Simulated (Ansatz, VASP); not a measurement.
Two plane-wave programs on LuBe

INCAR

```
PREC = Accurate
ENCUT = 520
EDIFF = 1E-7
ISMEAR = -1
SIGMA = 0.05
LREAL = False
LASPH = True
NELM = 60
ALGO = Normal
ISIF = 2
LWAVE = False
LCHARG = False
GGA = PE
NBANDS = 20
```

The input KPOINTS:

```
regular mesh
0
Gamma
  8 8 8
```

The input POSCAR:

```
LuBe
1.0
    3.3203700000      0.0000000000      0.0000000000
    0.0000000000      3.3203700000      0.0000000000
    0.0000000000      0.0000000000      3.3203700000
Lu Be
1 1
Direct
    0.0000000000      0.0000000000      0.0000000000
    0.5000000000      0.5000000000      0.5000000000
```

File input.yaml:

```yaml
crystal:
  lattice:
    - [3.32037, 0.0, 0.0]
    - [0.0, 3.32037, 0.0]
    - [0.0, 0.0, 3.32037]
  atoms:
    - { symbol: Lu, position: [0.0, 0.0, 0.0] }
    - { symbol: Be, position: [0.5, 0.5, 0.5] }
hamiltonian:
  xc: pbe
  pseudopotentials: { kind: paw }
kpoints:
  mp_grid: { grid: [8, 8, 8] }
  band_path:
    path:
      - [[0.0, 0.0, 0.0], [0.0, 0.5, 0.0], [0.5, 0.5, 0.0], [0.0, 0.0, 0.0], [0.5, 0.5, 0.5], [0.0, 0.5, 0.0]]
      - [[0.5, 0.5, 0.0], [0.5, 0.5, 0.5]]
    npoints: 14
scf:
  occupations: { method: fermi_dirac, width: 0.05 }
  n_extra_bands: 6
output:
  forces: true
  stress: true
  eigenvalues: true
  fatbands: false
  write_density: true
  write_potential: true
  elf: true
  volumetric_format: npy
```

The cell was built by a generator and needn't be a form met in nature.

Alike in both runs: functional PBE; k mesh 8 × 8 × 8; occupations fermi-dirac, width 0.05 eV; no spin polarisation.

```csv
,VASP,Ansatz
version,VASP 6.6.1,Ansatz 0.2.0
potentials or method,"VASP PAW PBE potentials, release 64 (Lu, Be)",Ansatz PAW
plane-wave cutoff (eV),520,420
valence electrons in the cell,27,27
task,single point,band structure
```

Ansatz gave:

- gap on the k mesh at the Fermi level (eV): none
- pressure (GPa): 0.1

Task: What did VASP give for the same quantities?

Result: gap on the k mesh at the Fermi level (eV): none; pressure (GPa): 0.3.

A gap of «none» marks a metal or a gap that the smearing closes.

Caveats: spin-orbit coupling is left out, which moves the levels of the heavy elements (Ansatz). The runs have no spin-orbit coupling, so splittings on Lu are missing.
